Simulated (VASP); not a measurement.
Method: RPBE GGA, VASP's PBE PAW potentials (set 64) (plane waves; VASP 6.6.1).

The input files of a VASP run:

### KPOINTS
```
Automatic
0
G
11 11 11
0 0 0
```

POSCAR:
```
CoAl
1
    2.8600000000     0.0000000000     0.0000000000
    0.0000000000     2.8600000000     0.0000000000
    0.0000000000     0.0000000000     2.8600000000
Al Co
1 1
Direct
  0.5000000000   0.5000000000   0.5000000000
  0.0000000000   0.0000000000   0.0000000000
```

### INCAR
```
# general
SYSTEM  = CoAl
PREC    = Accurate
ENCUT   = 520
LREAL   = .FALSE.
LASPH   = .TRUE.

# electronic loop
EDIFF   = 1E-6
NELM    = 100
ALGO    = Normal
LMAXMIX = 4

# smearing
ISMEAR  = 1
SIGMA   = 0.1

# functional
GGA     = RP

# ions
IBRION  = 2
NSW     = 60
ISIF    = 3
EDIFFG  = -0.01

# output
LWAVE   = .FALSE.
LCHARG  = .FALSE.
```

POTCAR, in this order: Al Co (PBE.64 set). Program: vasp_std.

Output

OSZICAR:
```
       N       E                     dE             d eps       ncg     rms          rms(c)
DAV:   1     0.367892861386E+02    0.36789E+02   -0.53918E+03  1120   0.127E+03
DAV:   2    -0.115363920573E+02   -0.48326E+02   -0.46012E+02  1134   0.190E+02
DAV:   3    -0.127523617105E+02   -0.12160E+01   -0.12057E+01  1300   0.398E+01
DAV:   4    -0.127749837807E+02   -0.22622E-01   -0.22613E-01  1356   0.492E+00
DAV:   5    -0.127756784493E+02   -0.69467E-03   -0.69465E-03  1294   0.835E-01    0.125E+01
DAV:   6    -0.156081165720E+02   -0.28324E+01   -0.72125E+01  1278   0.126E+02    0.179E+01
DAV:   7    -0.111826981845E+02    0.44254E+01   -0.32737E+01  1240   0.807E+01    0.193E+00
DAV:   8    -0.111793185057E+02    0.33797E-02   -0.22177E-01  1156   0.420E+00    0.127E+00
DAV:   9    -0.111662889992E+02    0.13030E-01   -0.45934E-02  1356   0.312E+00    0.295E-01
DAV:  10    -0.111658319193E+02    0.45708E-03   -0.18799E-03  1550   0.613E-01    0.138E-01
DAV:  11    -0.111658263486E+02    0.55708E-05   -0.63040E-05  1548   0.103E-01    0.357E-02
DAV:  12    -0.111658153992E+02    0.10949E-04   -0.62005E-05  1332   0.113E-01    0.571E-03
DAV:  13    -0.111658154466E+02   -0.47333E-07   -0.53039E-07   612   0.751E-03
   1 F= -.11165815E+02 E0= -.11165614E+02  d E =-.111658E+02
       N       E                     dE             d eps       ncg     rms          rms(c)
DAV:   1    -0.112887838319E+02   -0.12297E+00   -0.16956E+00  1200   0.225E+01    0.312E+00
DAV:   2    -0.115181509198E+02   -0.22937E+00   -0.56261E+00  1280   0.338E+01    0.466E+00
DAV:   3    -0.111690398982E+02    0.34911E+00   -0.23798E+00  1302   0.229E+01    0.478E-01
DAV:   4    -0.111668808294E+02    0.21591E-02   -0.83963E-03  1124   0.955E-01    0.202E-01
DAV:   5    -0.111664172096E+02    0.46362E-03   -0.16147E-03  1664   0.443E-01    0.363E-02
DAV:   6    -0.111664264950E+02   -0.92854E-05   -0.45416E-05  1192   0.111E-01    0.896E-03
DAV:   7    -0.111664248600E+02    0.16350E-05   -0.66630E-06  1178   0.437E-02    0.249E-03
DAV:   8    -0.111664249697E+02   -0.10975E-06   -0.39459E-07   560   0.917E-03
   2 F= -.11166425E+02 E0= -.11166273E+02  d E =-.609523E-03
       N       E                     dE             d eps       ncg     rms          rms(c)
DAV:   1    -0.111943917313E+02   -0.27967E-01   -0.35925E-01  1214   0.103E+01    0.147E+00
DAV:   2    -0.112478280766E+02   -0.53436E-01   -0.12159E+00  1276   0.159E+01    0.225E+00
DAV:   3    -0.111685074736E+02    0.79321E-01   -0.56462E-01  1254   0.109E+01    0.214E-01
DAV:   4    -0.111679975559E+02    0.50992E-03   -0.24511E-03  1132   0.487E-01    0.616E-02
DAV:   5    -0.111679623053E+02    0.35251E-04   -0.20853E-04  1720   0.172E-01    0.147E-02
DAV:   6    -0.111679627236E+02   -0.41826E-06   -0.62680E-06  1172   0.426E-02
   3 F= -.11167963E+02 E0= -.11167788E+02  d E =-.214728E-02
```

OUTCAR:
```
------------------------ aborting loop because EDIFF is reached ----------------------------------------
  FORCE on cell =-STRESS in cart. coord.  units (eV):
  Direction    XX          YY          ZZ          XY          YZ          ZX
  --------------------------------------------------------------------------------------
  Total       -0.0199872     -0.0199872     -0.0199872     -0.0000000      0.0000000      0.0000000
  in kB       -1.3511972     -1.3511972     -1.3511972     -0.0000000      0.0000000      0.0000000
  external PRESSURE =      -1.3511972 kB  Pullay stress =       0.0000000 kB
  volume of cell :       23.70
      direct lattice vectors                 reciprocal lattice vectors
     2.872422131 -0.000000000 -0.000000000     0.348138245  0.000000000  0.000000000
    -0.000000000  2.872422131 -0.000000000     0.000000000  0.348138245  0.000000000
    -0.000000000 -0.000000000  2.872422131     0.000000000  0.000000000  0.348138245
 POSITION                                       TOTAL-FORCE (eV/Angst)
 -----------------------------------------------------------------------------------
      1.43621      1.43621      1.43621        -0.000000      0.000000      0.000000
      0.00000      0.00000      0.00000         0.000000     -0.000000      0.000000
 -----------------------------------------------------------------------------------
    total drift:                                0.000000      0.000000      0.000000
  FREE ENERGIE OF THE ION-ELECTRON SYSTEM (eV)
  ---------------------------------------------------
  free  energy   TOTEN  =       -11.1679627236 eV

  energy  without entropy=      -11.1674372171  energy(sigma->0) =      -11.16778755

 reached required accuracy - stopping structural energy minimisation
```
(Selected blocks of OUTCAR.)

File CONTCAR:
```
CoAl
   1.00000000000000
     2.8724221314664993   -0.0000000000000000   -0.0000000000000000
    -0.0000000000000000    2.8724221314664988   -0.0000000000000000
    -0.0000000000000000   -0.0000000000000000    2.8724221314664988
  Al              Co
     1     1
Direct
     0.5000000000000000    0.5000000000000000    0.5000000000000000
     0.0000000000000000    0.0000000000000000    0.0000000000000000
```

The compound is CoAl in the CsCl type structure. This run relaxes it. Symmetry was kept, so distortions that lower it aren't found. The run is not spin-polarised, so no magnetic state was tried.
